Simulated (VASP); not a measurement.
# Nb: structure and properties in VASP, part 4 of 4

What structure does Nb take at this level, and what are its properties? Left out of this account: 2 further runs (phonons: it ended without a result to show; core levels: core levels are not valid at this level). The start is a cell from a database of measured crystal structures.

VASP 6.6.1; r2SCAN; plane waves and PAW (Nb_sv).

Still holding for the runs below: This run has no spin polarisation. Its electron count is odd, so without a moment it is a metal by construction. The k-mesh is coarse for a metal.

So far. Step 11 (Volume scan with r2SCAN (run 5)): The pressure falls from -0.04 to -3.57 GPa. Step 11 (Volume scan with r2SCAN (run 5)): The run ends at a pressure of -3.57 GPa.

The database entry behind the starting cell differs from later determinations by our own check (about 0.8 % long, hydrogen-cycled sample), so it need not match the best structure at ambient conditions.

**12. Volume scan with r2SCAN (run 6)**

Contents of INCAR:

```
SYSTEM = Nb
PREC = Accurate
ENCUT = 400
EDIFF = 1E-06
NELM = 100
ISMEAR = 1
SIGMA = 0.2
LREAL = .FALSE.
ALGO = Normal
METAGGA = R2SCAN
LASPH = .TRUE.
NBANDS = 12
LORBIT = 11
LWAVE = .FALSE.
LCHARG = .FALSE.
KPAR = 2
ISIF = 2
```

Contents of POSCAR:

```
Nb
1.0
   -1.6726005959      1.6726005959      1.6726005959
    1.6726005959     -1.6726005959      1.6726005959
    1.6726005959      1.6726005959     -1.6726005959
Nb
1
Direct
    0.0000000000      0.0000000000      0.0000000000
```

Contents of KPOINTS:

```
Automatic mesh
0
Gamma
8 8 8
0 0 0
```

Potentials, in the order of the species: Nb_sv (PBE family, release 64).

Launch:

```bash
$ mpirun -np 2 vasp_std
```

The log of the run:

```text
[... set-up lines as in an earlier step ...]
 entering main loop
       N       E                     dE             d eps       ncg     rms          rms(c)
DAV:   1     0.768844295741E+02    0.76884E+02   -0.63686E+03   704   0.912E+02
DAV:   2    -0.276251445545E+02   -0.10451E+03   -0.10065E+03   800   0.342E+02
DAV:   3    -0.314247560173E+02   -0.37996E+01   -0.35843E+01  1048   0.551E+01
DAV:   4    -0.316131742871E+02   -0.18842E+00   -0.18785E+00   936   0.114E+01
[...]
DAV:  11    -0.248598512258E+02    0.99641E-05   -0.46851E-05  1044   0.787E-02    0.708E-03
DAV:  12    -0.248598491889E+02    0.20370E-05   -0.25002E-06   900   0.170E-02    0.934E-03
DAV:  13    -0.248598492516E+02   -0.62676E-07   -0.48882E-07   452   0.956E-03
   1 F= -.24859849E+02 E0= -.24861284E+02  d E =0.430355E-02
```

Elapsed: 13 s, on 2 MPI ranks of Intel Xeon Platinum 8259CL at 2.50GHz (Skylake/Cascade Lake), shared host; peak memory 0.23 GiB; 24 s of CPU time.

OUTCAR, selected parts (step 12):

```text
  Total       -0.7936615     -0.7936615     -0.7936615     -0.0000000     -0.0000000      0.0000000
  in kB      -67.9374383    -67.9374383    -67.9374383     -0.0000000     -0.0000000      0.0000000
  external PRESSURE =     -67.9374383 kB  Pullay stress =       0.0000000 kB

 POSITION                                       TOTAL-FORCE (eV/Angst)
 -----------------------------------------------------------------------------------
      0.00000      0.00000      0.00000        -0.000000     -0.000000     -0.000000
 -----------------------------------------------------------------------------------
    total drift:                                0.000000     -0.000000      0.000000

  FREE ENERGIE OF THE ION-ELECTRON SYSTEM (eV)
  ---------------------------------------------------
  free  energy   TOTEN  =       -24.8598492516 eV

  energy  without entropy=      -24.8641528053  energy(sigma->0) =      -24.86128377

[... 1 part as in an earlier step ...]

[... 2 further parts left out ...]
[key lines of the parts left out:]
E-fermi :  10.4867
```

The pressure falls from -3.57 to -6.79 GPa.

The run ends at a pressure of -6.79 GPa.

**13. Volume scan with r2SCAN (run 7)**

A prediction first. A parabola through the 6 pressures of evenly scaled cells so far, P = -0.05 -185.1 t +344 t² GPa with t = ln(V/V₁) and V₁ the volume at scale 1, gives -9.67 GPa at t = +0.0583.

INCAR is that of step 12.

Contents of POSCAR:

```
Nb
1.0
   -1.6832543901      1.6832543901      1.6832543901
    1.6832543901     -1.6832543901      1.6832543901
    1.6832543901      1.6832543901     -1.6832543901
Nb
1
Direct
    0.0000000000      0.0000000000      0.0000000000
```

KPOINTS is that of step 12.

Launch:

```bash
$ mpirun -np 2 vasp_std
```

The log of the run:

```text
[... set-up lines as in an earlier step ...]
 entering main loop
       N       E                     dE             d eps       ncg     rms          rms(c)
DAV:   1     0.752473759576E+02    0.75247E+02   -0.63835E+03   704   0.908E+02
DAV:   2    -0.275811213581E+02   -0.10283E+03   -0.98668E+02   828   0.337E+02
DAV:   3    -0.313816928081E+02   -0.38006E+01   -0.37059E+01  1032   0.557E+01
DAV:   4    -0.315996273982E+02   -0.21793E+00   -0.21633E+00   928   0.110E+01
[...]
DAV:  11    -0.248421321571E+02    0.99757E-05   -0.51179E-05  1044   0.829E-02    0.684E-03
DAV:  12    -0.248421307617E+02    0.13954E-05   -0.23802E-06   836   0.154E-02    0.863E-03
DAV:  13    -0.248421307615E+02    0.19440E-09   -0.43649E-07   448   0.879E-03
   1 F= -.24842131E+02 E0= -.24843536E+02  d E =0.421485E-02
```

The job ended after 14 s (2 MPI ranks; peak memory 0.23 GiB).

OUTCAR, selected parts (step 13):

```text
  Total       -1.1595091     -1.1595091     -1.1595091      0.0000000     -0.0000000      0.0000000
  in kB      -97.3812789    -97.3812789    -97.3812789      0.0000000     -0.0000000      0.0000000
  external PRESSURE =     -97.3812789 kB  Pullay stress =       0.0000000 kB

  FREE ENERGIE OF THE ION-ELECTRON SYSTEM (eV)
  ---------------------------------------------------
  free  energy   TOTEN  =       -24.8421307615 eV

  energy  without entropy=      -24.8463456157  energy(sigma->0) =      -24.84353571

[... 2 parts as in an earlier step ...]

[... 2 further parts left out ...]
[key lines of the parts left out:]
E-fermi :  10.2465
```

The pressure falls from -6.79 to -9.74 GPa. The parabola predicted -9.67 GPa, +0.07 GPa off.

**14. The series together**

Times are for 2 MPI ranks of Intel Xeon Platinum 8259CL at 2.50GHz (Skylake/Cascade Lake), shared host. The series side by side:

```
no.  volume scale  energy above the lowest point (meV/atom)  pressure (GPa)  time  memory (GiB)
  1          0.94                                     44.79           12.74  12 s          0.21
  2          0.96                                     20.06           8.056  12 s          0.21
  3          0.98                                      5.52           3.826  13 s          0.24
  4             1                                         0        -0.03949  13 s          0.23
  5          1.02                                      3.06          -3.568  13 s          0.24
  6          1.04                                     13.71          -6.794  13 s          0.23
  7          1.06                                     31.46          -9.738  14 s          0.23
```

**15. Fit for r2SCAN**

This step: Birch-Murnaghan fit, r2SCAN; plane waves and PAW (VASP 6.6.1).

This step runs nothing: it gathers the runs above.

Numbers from this step:

```yaml
pressure_derivative_of_the_bulk_modulus: 3.467
r_m_s_error_of_the_fit: 2.91e-5 eV/atom
minimum_inside_the_sampled_range: yes
bulk_modulus: 185.5 GPa
equilibrium_volume_of_the_fit: 18.04 Å³/atom
```

Energy above the fitted minimum against volume:

```
volume (Å³/atom)  energy above the fitted minimum (eV/atom)
          16.917                                     0.0448
          17.277                                     0.0201
          17.637                                    0.00554
          17.997                                     2.8e-5
          18.357                                    0.00309
          18.717                                     0.0137
          19.077                                     0.0315
```

The fitted volume lies +0.26 % from the relaxed one. At a finite cutoff and mesh the minimum of the energy and the zero of the stress don't quite coincide, and the relaxation stops at a threshold.

**16. Outcome**

```json
{
 "relaxed volume": "18.00 Å³/atom",
 "relaxed conventional cell a, b, c": "3.302, 3.302, 3.302 Å",
 "space group after relaxing, within 0.02 Å": "Im-3m (No. 229)",
 "band gap": "none, a metal",
 "DOS at the Fermi level": "1.66 states/eV/cell",
 "bulk modulus from the fit": "185 GPa",
 "volume from the fit": "18.0 Å³/atom"
}
```

**Reading.** With r2SCAN, Nb relaxes to 18.00 Å³/atom in space group Im-3m (held by the symmetry of the run), comes out as a metal and has a bulk modulus of 185 GPa. Against the listed cell the volume lies -2.3 %. Bands along the symmetry lines (r2SCAN): Of the bands kept, 2 cross the Fermi level on this path. Spin-orbit coupling is left out; it would split some degenerate bands. The k-sampling is coarse for a metal, so the Fermi level, pressures and the shape of the cell carry errors. No search among competing phases was made. All values are for a static lattice at zero temperature.

[Lines on the potential files, build, host, timing and source positions are cut from VASP's logs without a mark.]

[Logs are printed without paths, hosts, clocks, repeated set-up lines and the standing remarks that a program may print on its own settings, such as how far it seeks lower states.]

[Hosts, paths, dates, database ids (printed as entryN), source tags and the programs' standing remarks are cut or masked in the printed files.]

[A measured line is paired with the nearest computed mode of its activity, which favours agreement.]
